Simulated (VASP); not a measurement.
Consider the following.

```
CELL_PARAMETERS angstrom
      2.23574    -3.11407     0.00000
      2.23574     3.11407     0.00000
      0.00000     0.00000     8.24431
ATOMIC_POSITIONS crystal
  Cl 0.87700 0.87700 0.89700
  Cl 0.62300 0.62300 0.39700
  Cl 0.37700 0.37700 0.60300
  Cl 0.12300 0.12300 0.10300
```

All values below come from PBE GGA, VASP's PBE PAW potentials (set 64) (plane waves; VASP 6.6.1). Numerical set-up: 300 eV cut-off, 5×5×2 Γ-centred mesh shifted by (0.5, 0.5, 0.5), Fermi-Dirac smearing of 0.020 eV, potentials Cl.

Problem. Estimate the energy per atom (σ→0), largest force.

Solution. 
```json
{
  "energy per atom (σ→0)": "-1824 meV/atom",
  "largest_force": "0.237 eV/Å"
}
```

The structure is a typed Cl crystal. The cell was not relaxed at this level.
